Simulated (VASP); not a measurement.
Output of a VASP run:

**OSZICAR**
```
       N       E                     dE             d eps       ncg     rms          rms(c)
DAV:   1     0.213295905611E+03    0.21330E+03   -0.17443E+04   568   0.177E+03
DAV:   2    -0.333633839548E+01   -0.21663E+03   -0.21142E+03   590   0.406E+02
DAV:   3    -0.122919997230E+02   -0.89557E+01   -0.89391E+01   628   0.930E+01
DAV:   4    -0.123349953888E+02   -0.42996E-01   -0.42988E-01   595   0.618E+00
DAV:   5    -0.123351582222E+02   -0.16283E-03   -0.16283E-03   609   0.342E-01    0.116E+01
DAV:   6    -0.106756410548E+02    0.16595E+01   -0.49894E+00   699   0.414E+01    0.855E+00
DAV:   7    -0.107133581560E+02   -0.37717E-01   -0.79499E-01   545   0.969E+00    0.498E+00
DAV:   8    -0.107096792856E+02    0.36789E-02   -0.12528E-01   560   0.401E+00    0.634E-01
DAV:   9    -0.107024618136E+02    0.72175E-02   -0.34369E-02   664   0.265E+00    0.828E-02
DAV:  10    -0.107030510567E+02   -0.58924E-03   -0.27193E-03   548   0.610E-01    0.105E-01
DAV:  11    -0.107031270752E+02   -0.76019E-04   -0.83156E-05   574   0.101E-01    0.274E-02
DAV:  12    -0.107031408138E+02   -0.13739E-04   -0.16480E-05   551   0.475E-02    0.186E-02
DAV:  13    -0.107031426510E+02   -0.18372E-05   -0.79556E-06   561   0.265E-02    0.271E-03
DAV:  14    -0.107031425606E+02    0.90442E-07   -0.39203E-07   530   0.600E-03
   1 F= -.72651098E+01 E0= -.72651098E+01  d E =-.726511E+01
```

File OUTCAR:
```
------------------------ aborting loop because EDIFF is reached ----------------------------------------
  FORCE on cell =-STRESS in cart. coord.  units (eV):
  Direction    XX          YY          ZZ          XY          YZ          ZX
  --------------------------------------------------------------------------------------
  Total        3.4331907      3.4331907      3.4331907      0.0000000      0.0000000      0.0000000
  in kB      149.7887408    149.7887408    149.7887408      0.0000000      0.0000000      0.0000000
  external PRESSURE =      -0.2112592 kB  Pullay stress =     150.0000000 kB
  volume of cell :       36.72
      direct lattice vectors                 reciprocal lattice vectors
     0.000000000  2.638151799  2.638151799    -0.189526622  0.189526622  0.189526622
     2.638151799  0.000000000  2.638151799     0.189526622 -0.189526622  0.189526622
     2.638151799  2.638151799  0.000000000     0.189526622  0.189526622 -0.189526622
 POSITION                                       TOTAL-FORCE (eV/Angst)
 -----------------------------------------------------------------------------------
      0.00000      0.00000      0.00000         0.000000     -0.000000     -0.000000
      1.31908      1.31908      1.31908         0.000000      0.000000      0.000000
      3.95723      3.95723      3.95723        -0.000000     -0.000000     -0.000000
 -----------------------------------------------------------------------------------
    total drift:                                0.000000     -0.000000      0.000000
  FREE ENERGIE OF THE ION-ELECTRON SYSTEM (eV)
  ---------------------------------------------------
  free  energy   TOTEN  =       -10.7031425606 eV

  energy  without entropy=      -10.7031425606  energy(sigma->0) =      -10.70314256
  enthalpy is  TOTEN    =        -7.2651097585 eV   P V=        3.4380328021

 reached required accuracy - stopping structural energy minimisation
```
(Selected blocks of OUTCAR.)

### POSCAR
```
CdF2
1
    0.0000000000     2.6381517991     2.6381517991
    2.6381517991     0.0000000000     2.6381517991
    2.6381517991     2.6381517991     0.0000000000
Cd F
1 2
Direct
  0.0000000000   0.0000000000   0.0000000000
  0.2500000000   0.2500000000   0.2500000000
  0.7500000000   0.7500000000   0.7500000000
```

### Question
Reconstruct the remaining input files.

### Answer
One answer among several that fit: the input of the run itself, PBE GGA, plane waves, VASP's PBE PAW potentials (set 64).

**INCAR**
```
ALGO = Normal
EDIFF = 1E-7
EDIFFG = -0.01
ENCUT = 600
GGA = PE
IBRION = 2
ISIF = 3
ISMEAR = 0
LASPH = .TRUE.
LCHARG = .FALSE.
LMAXMIX = 4
LREAL = .FALSE.
LWAVE = .FALSE.
NELM = 100
NSW = 40
PREC = Accurate
PSTRESS = 150
SIGMA = 0.05
SYSTEM = CdF2
```

KPOINTS:
```
Automatic mesh
0
Gamma
 6 6 6
0 0 0
```

POTCAR, in this order: Cd F (PBE.64 set). Program: vasp_std.

The compound is CdF2 in the fluorite structure. It was relaxed first under an external pressure of 15 GPa.
